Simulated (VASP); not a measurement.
**AlIn₃As₄ (ordered alloy cell): computed properties**

Level of theory: PBEsol GGA, VASP's PBE PAW potentials (set 64) (plane waves; VASP 6.6.1).

```yaml
space_group: Amm2 (38)
cell: a = 4.2316 Å, b = 8.4635 Å, c = 11.9667 Å, α = β = γ = 90.00°
volume_per_atom: 26.79 Å³/atom
band gap (over mesh and band path): 0.06 eV
smallest direct gap (over mesh and band path): 0.06 eV
band_edge_character: direct, Γ to Γ
density: 5.20 g/cm³
```

```cif
data_Al2As8In6
_chemical_formula_sum 'In6 As8 Al2'
_space_group_name_H-M_alt 'Amm2'
_space_group_IT_number 38
_space_group_name_Hall 'A 2 -2'
_cell_length_a 4.23160
_cell_length_b 8.46348
_cell_length_c 11.96670
_cell_angle_alpha 90.000
_cell_angle_beta 90.000
_cell_angle_gamma 90.000
loop_
_atom_site_label
_atom_site_type_symbol
_atom_site_symmetry_multiplicity
_atom_site_Wyckoff_symbol
_atom_site_fract_x
_atom_site_fract_y
_atom_site_fract_z
_atom_site_occupancy
In1 In 2 a 0.00000 0.00000 0.00094 1
In2 In 4 e 0.50000 0.24857 0.24990 1
As1 As 2 b 0.50000 0.50000 0.37499 1
As2 As 4 d 0.00000 0.26043 0.11977 1
As3 As 2 b 0.50000 0.50000 0.88507 1
Al1 Al 2 a 0.00000 0.00000 0.49967 1
```
(The calculation used a cell of 8 atoms; values per cell refer to that cell.)

Unless said otherwise, spin-orbit coupling is left out, though it shifts the bands of the heavy elements here.

The structure was generated: AlIn3As4 was put into an ordered model structure (Amm2), which need not be its known phase. It was relaxed first. Symmetry was kept, so distortions that lower it aren't found.
